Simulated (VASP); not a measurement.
VASP input:

### INCAR
```
SYSTEM = Os
PREC = Accurate
ENCUT = 400
EDIFF = 1E-6
NELM = 5
ALGO = Normal
LREAL = .FALSE.
LASPH = .TRUE.
ISMEAR = 1
SIGMA = 0.1
GGA = PE
LMAXMIX = 6
LWAVE = .FALSE.
LCHARG = .FALSE.
ISIF = 2
```

### POSCAR
```
Os
1
    1.3650000000    -2.3642490000     0.0000000000
    1.3650000000     2.3642490000     0.0000000000
    0.0000000000     0.0000000000     4.3200000000
Os
2
Direct
  0.3333330000   0.6666670000   0.2500000000
  0.6666670000   0.3333330000   0.7500000000
```

**KPOINTS**
```
Automatic mesh
0
Gamma
12 12 7
0 0 0
```

POTCAR, in this order: Os (PBE.64 set). Program: vasp_std.

Q: What happens when VASP runs on this input?

A: There is a fault: NELM is too small, so the electronic loop ends before EDIFF is met. Convergence was not reached. Against the sound run, the energy per atom (σ→0) decreases by 0.701 eV/atom; the pressure decreases by 105.53 GPa.

File standard output:
```
 POSCAR found type information on POSCAR Os
 POSCAR found :  1 types and       2 ions
 Reading from existing POTCAR
 Reading from existing POTCAR
 LDA part: xc-table for (Slater+PW92), standard interpolation
 POSCAR, INCAR and KPOINTS ok, starting setup
 WAVECAR not read
 entering main loop
       N       E                     dE             d eps       ncg     rms          rms(c)
DAV:   1     0.809891200819E+02    0.80989E+02   -0.65661E+03  1824   0.103E+03
DAV:   2    -0.186074006551E+02   -0.99597E+02   -0.89509E+02  2004   0.360E+02
DAV:   3    -0.237816504786E+02   -0.51742E+01   -0.48542E+01  2180   0.686E+01
DAV:   4    -0.238850418272E+02   -0.10339E+00   -0.10316E+00  1976   0.925E+00
DAV:   5    -0.238863770209E+02   -0.13352E-02   -0.13350E-02  2136   0.854E-01

 -----------------------------------------------------------------------------
|                                                                             |
|           W    W    AA    RRRRR   N    N  II  N    N   GGGG   !!!           |
|           W    W   A  A   R    R  NN   N  II  NN   N  G    G  !!!           |
|           W    W  A    A  R    R  N N  N  II  N N  N  G       !!!           |
|           W WW W  AAAAAA  RRRRR   N  N N  II  N  N N  G  GGG   !            |
|           WW  WW  A    A  R   R   N   NN  II  N   NN  G    G                |
|           W    W  A    A  R    R  N    N  II  N    N   GGGG   !!!           |
|                                                                             |
|     The electronic self-consistency was not achieved in the given           |
|     number of steps (NELM). The forces and other quantities evaluated       |
|     might not be reliable so examine the results carefully. If you find     |
|     spurious results, we suggest increasing NELM, if you were close to      |
|     convergence or switching to a different ALGO or adjusting the           |
|     density mixing parameters otherwise.                                    |
|                                                                             |
 -----------------------------------------------------------------------------

   1 F= -.23886377E+02 E0= -.23886351E+02  d E =-.786037E-04
```

### OUTCAR
```
------------------------ aborting loop EDIFF was not reached (unconverged)  ----------------------------
  FORCE on cell =-STRESS in cart. coord.  units (eV):
  Direction    XX          YY          ZZ          XY          YZ          ZX
  --------------------------------------------------------------------------------------
  Total      -16.7225273    -16.7225223    -16.4716513      0.0000000      0.0000000      0.0000000
  in kB     -960.8882631   -960.8879767   -946.4727511      0.0000000      0.0000000      0.0000000
  external PRESSURE =    -956.0829970 kB  Pullay stress =       0.0000000 kB
  volume of cell :       27.88
      direct lattice vectors                 reciprocal lattice vectors
     1.365000000 -2.364249000  0.000000000     0.366300366 -0.211483647  0.000000000
     1.365000000  2.364249000  0.000000000     0.366300366  0.211483647  0.000000000
     0.000000000  0.000000000  4.320000000     0.000000000  0.000000000  0.231481481
 POSITION                                       TOTAL-FORCE (eV/Angst)
 -----------------------------------------------------------------------------------
      1.36500      0.78808      1.08000        -0.000000      0.000000      0.000000
      1.36500     -0.78808      3.24000         0.000000     -0.000000      0.000000
 -----------------------------------------------------------------------------------
    total drift:                                0.000000      0.000010     -0.000013
  FREE ENERGIE OF THE ION-ELECTRON SYSTEM (eV)
  ---------------------------------------------------
  free  energy   TOTEN  =       -23.8863770209 eV

  energy  without entropy=      -23.8862984172  energy(sigma->0) =      -23.88635082
```
(Selected blocks of OUTCAR.)

To mend it, set NELM = 100.

The mended run (PBE GGA, plane waves, VASP's PBE PAW potentials (set 64)) converges, and its OSZICAR ends with
```
   1 F= -.22483459E+02 E0= -.22483365E+02  d E =-.280577E-03
```

The compound is Os in the hcp structure. The cell was not relaxed at this level.
